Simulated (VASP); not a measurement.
SiSnH6, 8 atoms in the cell. The cell holds a molecule in a box, 8 atoms: a = 14.000 Å, b = 12.000 Å, c = 13.000 Å, α = 90.00°, β = 90.00°, γ = 90.00°.  The cell isn't the ideal one: atoms moved at random, drawn with an rms of 0.05 Å.

```yaml
Program: VASP 6.6.1
Task: single point
Functional: PBE
Potentials_or_basis: VASP PAW PBE potentials, release 64 (Si, Sn_d, H)
Cutoff: 520 eV
k_mesh: 1 × 1 × 1
Occupations: gaussian, width 0.01 eV
Spin: no spin polarisation
Further_INCAR_settings: ALGO = Fast; EDIFF = 1e-06
```

Potentials or basis: VASP PAW PBE potentials, release 64 (Si, Sn_d, H).

The run is started by

```sh
$ cat potpaw_PBE.64/Si/POTCAR potpaw_PBE.64/Sn_d/POTCAR potpaw_PBE.64/H/POTCAR > POTCAR
$ mpirun -np 1 vasp_gam > vasp.out
```

Hardware: 1 thread of Intel(R) Xeon(R) Platinum 8259CL CPU @ 2.50GHz (Skylake/Cascade Lake) (shared host).

Q: How long does it take, and how much memory?

A: Wall time 3.9 min on 1 thread of Intel(R) Xeon(R) Platinum 8259CL CPU @ 2.50GHz (Skylake/Cascade Lake), on a shared host, peak memory 1.6 GiB. Counts: scf iterations 25, k points 1.
